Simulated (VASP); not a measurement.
**SiC: band structure with LDA**

The system is SiC.

```xyz
4
Lattice="3.0574 0.0000 0.0000 -1.5287 2.6478 0.0000 0.0000 0.0000 5.0178" Properties=species:S:1:pos:R:3 pbc="T T T"
Si    0.0000    1.7652    0.0030
Si    1.5287    0.8826    2.5119
C     0.0000    1.7652    1.8887
C     1.5287    0.8826    4.3976
```

The cell was built by a generator and needn't be a form met in nature.

* Program: VASP 6.6.1
* Task: band structure
* Functional: LDA
* Potentials or basis: VASP PAW LDA potentials, release 64 (Si, C)
* Cutoff: 520 eV
* k mesh: 10 × 10 × 6
* Occupations: gaussian, width 0.02 eV
* Spin: no spin polarisation
* Further INCAR settings: ALGO = Normal; EDIFF = 1e-06

The band gap on the k mesh is 2.28 eV, indirect (least direct gap 3.91 eV) and the band gap along the path is 2.12 eV, indirect (least direct gap 3.91 eV).

Levels at the corners of the path, in eV from the valence-band top:
| point | band 4 | band 5 | band 6 | band 7 | band 8 | band 9 | band 10 | band 11 | band 12 |
| --- | --- | --- | --- | --- | --- | --- | --- | --- | --- |
| Γ | -1.32 | -1.32 | -0.12 | 0.00 | 0.00 | 4.92 | 6.41 | 6.66 | 6.66 |
| M | -6.32 | -5.51 | -3.37 | -3.36 | -1.20 | 2.71 | 4.16 | 6.95 | 7.11 |
| M | -6.32 | -5.51 | -3.37 | -3.36 | -1.20 | 2.71 | 4.16 | 6.95 | 7.11 |
| K | -6.24 | -6.24 | -4.11 | -4.11 | -3.90 | 2.12 | 8.10 | 8.84 | 8.84 |
| K | -6.24 | -6.24 | -4.11 | -4.11 | -3.90 | 2.12 | 8.10 | 8.84 | 8.84 |
| Γ | -1.32 | -1.32 | -0.12 | 0.00 | 0.00 | 4.92 | 6.41 | 6.66 | 6.66 |
| Γ | -1.32 | -1.32 | -0.12 | 0.00 | 0.00 | 4.92 | 6.41 | 6.66 | 6.66 |
| A | -4.45 | -0.72 | -0.72 | -0.72 | -0.72 | 5.99 | 5.99 | 7.34 | 7.34 |
| A | -4.45 | -0.72 | -0.72 | -0.72 | -0.72 | 5.99 | 5.99 | 7.34 | 7.34 |
| L | -8.36 | -2.47 | -2.47 | -2.35 | -2.35 | 3.25 | 3.25 | 5.23 | 5.23 |
| L | -8.36 | -2.47 | -2.47 | -2.35 | -2.35 | 3.25 | 3.25 | 5.23 | 5.23 |
| H | -7.81 | -5.76 | -5.76 | -1.75 | -1.75 | 5.10 | 5.10 | 5.93 | 5.93 |
| H | -7.81 | -5.76 | -5.76 | -1.75 | -1.75 | 5.10 | 5.10 | 5.93 | 5.93 |
| A | -4.45 | -0.72 | -0.72 | -0.72 | -0.72 | 5.99 | 5.99 | 7.34 | 7.34 |
| L | -8.36 | -2.47 | -2.47 | -2.35 | -2.35 | 3.25 | 3.25 | 5.23 | 5.23 |
| M | -6.32 | -5.51 | -3.37 | -3.36 | -1.20 | 2.71 | 4.16 | 6.95 | 7.11 |
| K | -6.24 | -6.24 | -4.11 | -4.11 | -3.90 | 2.12 | 8.10 | 8.84 | 8.84 |
| H | -7.81 | -5.76 | -5.76 | -1.75 | -1.75 | 5.10 | 5.10 | 5.93 | 5.93 |

It took 19 s on 1 thread of Intel(R) Xeon(R) 6975P-C (Granite Rapids), on a shared host, peak memory 0.15 GiB.

Caveat: the log is that of the step along the path at fixed density, whose energy, stress, charges and moments have no meaning; the mesh misses the band edges, which the band path finds closer together. A hybrid or GW would open this gap; LDA tends to underestimate it.
